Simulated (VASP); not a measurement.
Level of theory: PBE GGA, VASP's PBE PAW potentials (set 64) (plane waves; VASP).

The input files of a VASP run:

### INCAR
```
SIGMA  =  0.1
ALGO  =  Normal
LWAVE  =  .FALSE.
PREC  =  Accurate
LCHARG  =  .FALSE.
ENCUT  =  300
LASPH  =  .TRUE.
NELM  =  100
ISMEAR  =  -1
GGA  =  PE
SYSTEM  =  WSi2
LMAXMIX  =  6
LREAL  =  .FALSE.   ! projection in real space or not
EDIFF  =  1E-6
ISIF  =  2
```

File POSCAR:
```
WSi2
1
   -1.6050000000     1.6050000000     3.9150000000
    1.6050000000    -1.6050000000     3.9150000000
    1.6050000000     1.6050000000    -3.9150000000
Si W
2 1
Direct
  0.6650000000   0.6650000000   0.0000000000
  0.3350000000   0.3350000000   0.0000000000
  0.0000000000   0.0000000000   0.0000000000
```

**KPOINTS**
```
Automatic mesh
0
Gamma
12 12 12
0 0 0
```

POTCAR, in this order: Si W_sv (PBE.64 set). Program: vasp_std.

Question: What will the output report for the number of irreducible k-points (NKPTS), largest plane-wave count, number of space-group operations, FFT grid (NGX, NGY, NGZ)?

Answer: 
```
Property                                       Value
--------------------------------------  ------------
number of irreducible k-points (NKPTS)           163
largest plane-wave count                         499
number of space-group operations                  16
FFT grid (NGX, NGY, NGZ)                28 × 28 × 28
```

The structure is a typed WSi2 crystal. The cell was not relaxed at this level.
